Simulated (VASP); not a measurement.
# Rb2SnHgTe4: phonons from a supercell, part 5 of 6

Aim: the phonon dispersion and thermal properties of Rb2SnHgTe4. The start is a cell from a database of measured crystal structures.

VASP 6.6.1; LDA; plane waves and PAW (Hg, Te, Sn_d, Rb_sv).

So far. Step 3 (Relax the host again, on a new basis): The run ended after 2 ionic steps, 0.000 eV below its first step, once forces and stress met EDIFFG = -0.02. Step 4 (Tight relaxation): The run ended after 13 ionic steps, 0.000 eV below its first step, once forces and stress met EDIFFG = -0.002.

## (6) Force constants in the supercell

System of this step: Rb2SnHgTe4. It takes space group I-42m (No. 121, tetragonal). The conventional cell has a = 8.571 Å, b = 8.571 Å, c = 7.226 Å, α = 90.00°, β = 90.00°, γ = 90.00°. Nearest to Hg lie 4 Te at 2.85 Å. Nearest to Te lie 1 Sn at 2.77 Å and 1 Hg at 2.85 Å and 4 Rb at 3.61 to 3.67 Å. Sn has 4 Te at 2.77 Å nearest. Rb has 8 Te at 3.61 to 3.67 Å and 2 Rb at 3.61 Å nearest. Farther neighbours and most contacts between anions are not listed.

Each independent atom is moved by 0.015 Å both ways; the forces give the force constants out to half the supercell.

Input file INCAR:

```
SYSTEM = Rb2SnHgTe4
PREC = Accurate
ENCUT = 350
EDIFF = 1E-07
NELM = 120
ISMEAR = 0
SIGMA = 0.05
LREAL = .FALSE.
ALGO = Fast
GGA = CA
LWAVE = .FALSE.
LCHARG = .FALSE.
KPAR = 4
IBRION = 6
NSW = 1
NFREE = 2
POTIM = 0.015
ISIF = 0
ADDGRID = .TRUE.
```

Input file POSCAR:

```
Rb2SnHgTe4
1.0
    8.5712817412      0.0000000000      0.0000000000
    0.0000000000      8.5712817412      0.0000000000
    0.0000000000      0.0000000000     14.4510953316
Hg Te Sn Rb
4 16 4 8
Direct
    0.0000000000      0.0000000000      0.0000000000
    0.0000000000      0.0000000000      0.5000000000
    0.5000000000      0.5000000000      0.2500000000
    0.5000000000      0.5000000000      0.7500000000
    0.8225004366      0.1774995634      0.3706853208
    0.8225004366      0.1774995634      0.8706853208
    0.3225004366      0.6774995634      0.6206853208
    0.3225004366      0.6774995634      0.1206853208
    0.3225004366      0.3225004366      0.8793146792
    0.3225004366      0.3225004366      0.3793146792
    0.8225004366      0.8225004366      0.1293146792
    0.8225004366      0.8225004366      0.6293146792
    0.1774995634      0.8225004366      0.3706853208
    0.1774995634      0.8225004366      0.8706853208
    0.6774995634      0.3225004366      0.6206853208
    0.6774995634      0.3225004366      0.1206853208
    0.1774995634      0.1774995634      0.1293146792
    0.1774995634      0.1774995634      0.6293146792
    0.6774995634      0.6774995634      0.3793146792
    0.6774995634      0.6774995634      0.8793146792
    0.0000000000      0.0000000000      0.2500000000
    0.0000000000      0.0000000000      0.7500000000
    0.5000000000      0.5000000000      0.5000000000
    0.5000000000      0.5000000000      0.0000000000
    0.0000000000      0.5000000000      0.0000000000
    0.0000000000      0.5000000000      0.5000000000
    0.5000000000      0.0000000000      0.2500000000
    0.5000000000      0.0000000000      0.7500000000
    0.5000000000      0.0000000000      0.0000000000
    0.5000000000      0.0000000000      0.5000000000
    0.0000000000      0.5000000000      0.2500000000
    0.0000000000      0.5000000000      0.7500000000
```

Input file KPOINTS:

```
Automatic mesh
0
Gamma
2 2 2
0 0 0
```

The projector-augmented-wave data sets are Hg, Te, Sn_d and Rb_sv (LDA family, release 64).

Command:

```bash
> mpirun -np 4 vasp_std
```

Log:

```text
[banner, memory and clock lines left out]
running    4 mpi-ranks, on    1 nodes
 distrk:  each k-point on    1 cores,    4 groups
 distr:  one band on    1 cores,    1 groups

 POSCAR found type information on POSCAR HgTeSnRb
 POSCAR found :  4 types and      32 ions
|                                                                             |
|               ----> ADVICE to this user running VASP <----                  |
|                                                                             |
|     You have a (more or less) 'large supercell' and for larger cells it     |
|     might be more efficient to use real-space projection operators.         |
|     Therefore, try LREAL= Auto in the INCAR file.                           |
|     Mind: For very accurate calculation, you might also keep the            |
|     reciprocal projection scheme (i.e. LREAL=.FALSE.).                      |
|                                                                             |

 LDA part: xc-table for (Slater(with rela. corr.)+CA(PZ))
 , standard interpolation
 POSCAR, INCAR and KPOINTS ok, starting setup
 FFT: planning ... GRIDC
 FFT: planning ... GRID_SOFT
 FFT: planning ... GRID
 WAVECAR not read
 entering main loop
       N       E                     dE             d eps       ncg     rms          rms(c)
DAV:   1     0.195084416329E+04    0.19508E+04   -0.91394E+04  1988   0.119E+03
DAV:   2     0.146687084837E+03   -0.18042E+04   -0.17269E+04  2156   0.310E+02
DAV:   3    -0.986599417293E+02   -0.24535E+03   -0.24030E+03  2342   0.130E+02
DAV:   4    -0.111740103378E+03   -0.13080E+02   -0.12956E+02  2344   0.332E+01
DAV:   5    -0.112810769287E+03   -0.10707E+01   -0.10692E+01  3464   0.751E+00    0.228E+01
RMM:   6    -0.109604117547E+03    0.32067E+01   -0.72648E+00  2054   0.531E+00    0.165E+01
RMM:   7    -0.109283820407E+03    0.32030E+00   -0.37936E+00  2026   0.280E+00    0.428E+00
RMM:   8    -0.109233086085E+03    0.50734E-01   -0.32848E-01  2562   0.143E+00    0.116E+00
RMM:   9    -0.109222815626E+03    0.10270E-01   -0.88274E-02  2878   0.693E-01    0.663E-01
RMM:  10    -0.109224320658E+03   -0.15050E-02   -0.31100E-02  3108   0.439E-01    0.189E-01
RMM:  11    -0.109225757911E+03   -0.14373E-02   -0.15545E-02  3496   0.246E-01    0.881E-02
RMM:  12    -0.109226694458E+03   -0.93655E-03   -0.99779E-03  3512   0.155E-01    0.637E-02
WARNING in EDDRMM: call to ZHEGV failed, returncode =   8  4     96
WARNING in EDDRMM: call to ZHEGV failed, returncode =   6  3    104
WARNING in EDDRMM: call to ZHEGV failed, returncode =   6  3    105
RMM:  13    -0.109227266822E+03   -0.57236E-03   -0.59110E-03  3517   0.121E-01    0.621E-02
RMM:  14    -0.109227709995E+03   -0.44317E-03   -0.46311E-03  3531   0.971E-02    0.150E-02
WARNING in EDDRMM: call to ZHEGV failed, returncode =   6  3     62
RMM:  15    -0.109228000427E+03   -0.29043E-03   -0.29572E-03  3496   0.761E-02    0.181E-02
WARNING in EDDRMM: call to ZHEGV failed, returncode =   6  3     76
WARNING in EDDRMM: call to ZHEGV failed, returncode =   6  3     84
RMM:  16    -0.109228242319E+03   -0.24189E-03   -0.24588E-03  3514   0.629E-02    0.145E-02
WARNING in EDDRMM: call to ZHEGV failed, returncode =   8  4     62
RMM:  17    -0.109228358185E+03   -0.11587E-03   -0.12022E-03  3487   0.513E-02    0.136E-02
WARNING in EDDRMM: call to ZHEGV failed, returncode =   8  4     60
RMM:  18    -0.109228476363E+03   -0.11818E-03   -0.12162E-03  3429   0.428E-02    0.122E-02
WARNING in EDDRMM: call to ZHEGV failed, returncode =   6  3     57
WARNING in EDDRMM: call to ZHEGV failed, returncode =   6  3     65
WARNING in EDDRMM: call to ZHEGV failed, returncode =   6  3     67
WARNING in EDDRMM: call to ZHEGV failed, returncode =   8  4     69
WARNING in EDDRMM: call to ZHEGV failed, returncode =   8  4     78
WARNING in EDDRMM: call to ZHEGV failed, returncode =   8  4     82
WARNING in EDDRMM: call to ZHEGV failed, returncode =   8  4     89
RMM:  19    -0.109228552294E+03   -0.75931E-04   -0.77503E-04  3412   0.349E-02    0.170E-02
WARNING in EDDRMM: call to ZHEGV failed, returncode =   6  3     69
WARNING in EDDRMM: call to ZHEGV failed, returncode =   8  4     75
WARNING in EDDRMM: call to ZHEGV failed, returncode =   8  4     78
WARNING in EDDRMM: call to ZHEGV failed, returncode =   8  4     88
 num prob  num prob RMM:  20    -0.109228612836E+03   -0.60542E-04   -0.62907E-04  3282   0.291E-02    0.167E-02
WARNING in EDDRMM: call to ZHEGV failed, returncode =   6  3     67
WARNING in EDDRMM: call to ZHEGV failed, returncode =   8  4     82
WARNING in EDDRMM: call to ZHEGV failed, returncode =   8  4     84
WARNING in EDDRMM: call to ZHEGV failed, returncode =   6  3     59
WARNING in EDDRMM: call to ZHEGV failed, returncode =   8  4     68
 num prob RMM:  21    -0.109228652362E+03   -0.39526E-04   -0.40763E-04  3120   0.240E-02    0.189E-02
RMM:  22    -0.109228674337E+03   -0.21975E-04   -0.23828E-04  3101   0.204E-02    0.181E-02
WARNING in EDDRMM: call to ZHEGV failed, returncode =   6  3     57
WARNING in EDDRMM: call to ZHEGV failed, returncode =   6  3     60
WARNING in EDDRMM: call to ZHEGV failed, returncode =   6  3     64
WARNING in EDDRMM: call to ZHEGV failed, returncode =   8  4     67
 num prob WARNING in EDDRMM: call to ZHEGV failed, returncode =   8  4     77
WARNING in EDDRMM: call to ZHEGV failed, returncode =   8  4     89
 num prob  num prob  num prob  num prob  num prob  num prob  num prob  num prob  num prob  num prob WARNING in EDDRMM: call to ZHEGV failed, returncode =   8  4     82
 num prob  num prob  num prob  num prob  num prob  num prob  num prob  num prob RMM:  23    -0.109228692818E+03   -0.18481E-04   -0.19264E-04  2901   0.172E-02    0.201E-02
WARNING in EDDRMM: call to ZHEGV failed, returncode =   8  4     53
WARNING in EDDRMM: call to ZHEGV failed, returncode =   8  4     89
 num prob  num prob  num prob  num prob  num prob  num prob WARNING in EDDRMM: call to ZHEGV failed, returncode =   8  4     86
 num prob  num prob  num prob  num prob  num prob RMM:  24    -0.109228706871E+03   -0.14053E-04   -0.14777E-04  2962   0.147E-02    0.189E-02
 num prob  num prob  num prob  num prob WARNING in EDDRMM: call to ZHEGV failed, returncode =   8  4     65
 num prob  num prob  num prob WARNING in EDDRMM: call to ZHEGV failed, returncode =   6  3     75
WARNING in EDDRMM: call to ZHEGV failed, returncode =   6  3     84
WARNING in EDDRMM: call to ZHEGV failed, returncode =   6  3     89
 num prob  num prob  num prob  num prob  num prob  num prob  num prob  num prob  num prob  num prob  num prob RMM:  25    -0.109228718902E+03   -0.12032E-04   -0.12283E-04  2822   0.125E-02    0.209E-02
[...]
num prob  num prob WARNING in EDDRMM: call to ZHEGV failed, returncode =   6  3     64
 num prob  num prob WARNING in EDDRMM: call to ZHEGV failed, returncode =   6  3     65
  18 F= -.10922850E+03 E0= -.10922850E+03  d E =-.138915E-07
 Finite differences progress:
  Degree of freedom:   9/  9
  Displacement:        1/  2
  Total:              17/ 18
 bond charge predicted
       N       E                     dE             d eps       ncg     rms          rms(c)
DAV:   1    -0.109225159574E+03    0.33432E-02   -0.14829E+00  2624   0.157E+00    0.152E-01
RMM:   2    -0.109227990219E+03   -0.28306E-02   -0.31312E-02  2829   0.274E-01    0.423E-02
RMM:   3    -0.109228322262E+03   -0.33204E-03   -0.45958E-03  3595   0.109E-01    0.346E-02
WARNING in EDDRMM: call to ZHEGV failed, returncode =   8  4    114
WARNING in EDDRMM: call to ZHEGV failed, returncode =   6  3    134
WARNING in EDDRMM: call to ZHEGV failed, returncode =   6  3     69
RMM:   4    -0.109228374421E+03   -0.52159E-04   -0.98484E-04  3803   0.477E-02    0.150E-02
RMM:   5    -0.109228423658E+03   -0.49237E-04   -0.54699E-04  3885   0.300E-02    0.594E-03
 num prob  num prob  num prob  num prob RMM:   6    -0.109228456177E+03   -0.32519E-04   -0.31847E-04  3753   0.196E-02    0.630E-03
 num prob RMM:   7    -0.109228473845E+03   -0.17667E-04   -0.16514E-04  3409   0.138E-02    0.626E-03
 num prob  num prob  num prob  num prob WARNING in EDDRMM: call to ZHEGV failed, returncode =   6  3     76
 num prob  num prob RMM:   8    -0.109228485034E+03   -0.11190E-04   -0.11853E-04  3310   0.112E-02    0.235E-03
 num prob  num prob  num prob  num prob  num prob  num prob  num prob  num prob  num prob  num prob  num prob  num prob  num prob  num prob  num prob  num prob  num prob RMM:   9    -0.109228491709E+03   -0.66741E-05   -0.64234E-05  2892   0.828E-03    0.210E-03
 num prob  num prob  num prob  num prob  num prob  num prob  num prob  num prob WARNING in EDDRMM: call to ZHEGV failed, returncode =   6  3    123
RMM:  10    -0.109228495837E+03   -0.41286E-05   -0.41375E-05  2751   0.643E-03    0.154E-03
 num prob  num prob  num prob  num prob  num prob  num prob  num prob  num prob  num prob  num prob  num prob  num prob  num prob  num prob  num prob  num prob  num prob  num prob  num prob  num prob  num prob  num prob  num prob  num prob  num prob  num prob  num prob  num prob  num prob  num prob  num prob RMM:  11    -0.109228498315E+03   -0.24781E-05   -0.25088E-05  2738   0.521E-03    0.671E-04
 num prob  num prob WARNING in EDDRMM: call to ZHEGV failed, returncode =   6  3     71
WARNING in EDDRMM: call to ZHEGV failed, returncode =   6  3     92
 num prob  num prob  num prob  num prob WARNING in EDDRMM: call to ZHEGV failed, returncode =   6  3     57
 num prob  num prob  num prob  num prob  num prob  num prob  num prob  num prob  num prob  num prob RMM:  12    -0.109228499906E+03   -0.15906E-05   -0.15969E-05  2472   0.428E-03    0.625E-04
 num prob  num prob WARNING in EDDRMM: call to ZHEGV failed, returncode =   6  3     57
 num prob  num prob  num prob  num prob  num prob  num prob  num prob  num prob WARNING in EDDRMM: call to ZHEGV failed, returncode =   8  4     62
WARNING in EDDRMM: call to ZHEGV failed, returncode =   6  3     73
 num prob  num prob  num prob  num prob  num prob  num prob  num prob  num prob  num prob  num prob  num prob  num prob  num prob RMM:  13    -0.109228500888E+03   -0.98172E-06   -0.99947E-06  2313   0.361E-03    0.109E-03
 num prob  num prob  num prob  num prob  num prob  num prob  num prob  num prob  num prob  num prob  num prob  num prob  num prob  num prob  num prob  num prob  num prob  num prob  num prob  num prob  num prob  num prob RMM:  14    -0.109228501588E+03   -0.70006E-06   -0.72293E-06  2292   0.316E-03    0.163E-03
 num prob  num prob  num prob  num prob WARNING in EDDRMM: call to ZHEGV failed, returncode =   8  4     81
 num prob  num prob  num prob  num prob  num prob  num prob  num prob  num prob  num prob  num prob  num prob  num prob  num prob  num prob  num prob  num prob  num prob WARNING in EDDRMM: call to ZHEGV failed, returncode =   6  3    105
 num prob  num prob  num prob WARNING in EDDRMM: call to ZHEGV failed, returncode =   8  4    119
 num prob WARNING in EDDRMM: call to ZHEGV failed, returncode =   8  4    126
WARNING in EDDRMM: call to ZHEGV failed, returncode =   8  4    127
 num prob  num prob RMM:  15    -0.109228502030E+03   -0.44208E-06   -0.47323E-06  2172   0.288E-03    0.182E-03
 num prob  num prob  num prob  num prob  num prob  num prob  num prob  num prob  num prob  num prob  num prob  num prob  num prob  num prob  num prob  num prob  num prob  num prob  num prob  num prob  num prob  num prob  num prob  num prob  num prob  num prob  num prob  num prob WARNING in EDDRMM: call to ZHEGV failed, returncode =   8  4    107
 num prob  num prob  num prob  num prob  num prob  num prob  num prob  num prob RMM:  16    -0.109228502356E+03   -0.32648E-06   -0.36195E-06  2184   0.271E-03    0.209E-03
 num prob  num prob  num prob  num prob  num prob  num prob  num prob  num prob  num prob  num prob  num prob  num prob  num prob  num prob  num prob  num prob  num prob  num prob  num prob  num prob  num prob  num prob  num prob  num prob  num prob  num prob  num prob  num prob  num prob  num prob  num prob  num prob  num prob  num prob  num prob  num prob  num prob RMM:  17    -0.109228502523E+03   -0.16697E-06   -0.19763E-06  2063   0.244E-03    0.224E-03
 num prob  num prob  num prob  num prob WARNING in EDDRMM: call to ZHEGV failed, returncode =   8  4     59
 num prob  num prob  num prob  num prob  num prob  num prob  num prob  num prob  num prob  num prob  num prob  num prob  num prob  num prob  num prob  num prob  num prob  num prob  num prob  num prob  num prob  num prob  num prob  num prob WARNING in EDDRMM: call to ZHEGV failed, returncode =   8  4    115
WARNING in EDDRMM: call to ZHEGV failed, returncode =   6  3    119
WARNING in EDDRMM: call to ZHEGV failed, returncode =   6  3    123
 num prob RMM:  18    -0.109228502682E+03   -0.15847E-06   -0.19089E-06  2028   0.224E-03    0.236E-03
 num prob  num prob  num prob  num prob  num prob  num prob  num prob  num prob  num prob  num prob  num prob  num prob  num prob  num prob WARNING in EDDRMM: call to ZHEGV failed, returncode =   8  4    116
 num prob  num prob  num prob  num prob  num prob  num prob  num prob  num prob  num prob  num prob  num prob  num prob  num prob  num prob  num prob  num prob  num prob RMM:  19    -0.109228502800E+03   -0.11829E-06   -0.14797E-06  1929   0.201E-03    0.246E-03
 num prob  num prob  num prob  num prob  num prob  num prob  num prob  num prob  num prob  num prob  num prob  num prob  num prob  num prob  num prob  num prob  num prob WARNING in EDDRMM: call to ZHEGV failed, returncode =   8  4     66
WARNING in EDDRMM: call to ZHEGV failed, returncode =   8  4     67
 num prob  num prob  num prob  num prob  num prob  num prob  num prob  num prob  num prob  num prob  num prob  num prob  num prob  num prob  num prob  num prob RMM:  20    -0.109228502876E+03   -0.76496E-07   -0.11038E-06  1852   0.198E-03    0.254E-03
 num prob  num prob  num prob  num prob  num prob  num prob  num prob  num prob  num prob  num prob  num prob  num prob  num prob WARNING in EDDRMM: call to ZHEGV failed, returncode =   6  3    112
 num prob  num prob  num prob  num prob  num prob  num prob  num prob WARNING in EDDRMM: call to ZHEGV failed, returncode =   8  4    106
 num prob  num prob  num prob  num prob  num prob  num prob  num prob  num prob  num prob  num prob RMM:  21    -0.109228502907E+03   -0.30981E-07   -0.61899E-07  1830   0.198E-03
  19 F= -.10922850E+03 E0= -.10922850E+03  d E =-.138916E-07
 Finite differences progress:
  Degree of freedom:   9/  9
  Displacement:        2/  2
  Total:              18/ 18
```

Elapsed: 68 min, on 4 MPI ranks of AMD EPYC 9R45, shared host; peak memory 5.8 GiB; 4.5 h of CPU time.

(Part 5 of 6 ends here.)

[Lines on the potential files, build, host, timing and source positions are cut from VASP's logs without a mark.]

[Logs are printed without paths, hosts, clocks, repeated set-up lines and the standing remarks that a program may print on its own settings, such as how far it seeks lower states.]

[Hosts, paths, dates, database ids (printed as entryN), source tags and the programs' standing remarks are cut or masked in the printed files.]

[Runs that stopped without an error message from VASP are left out.]
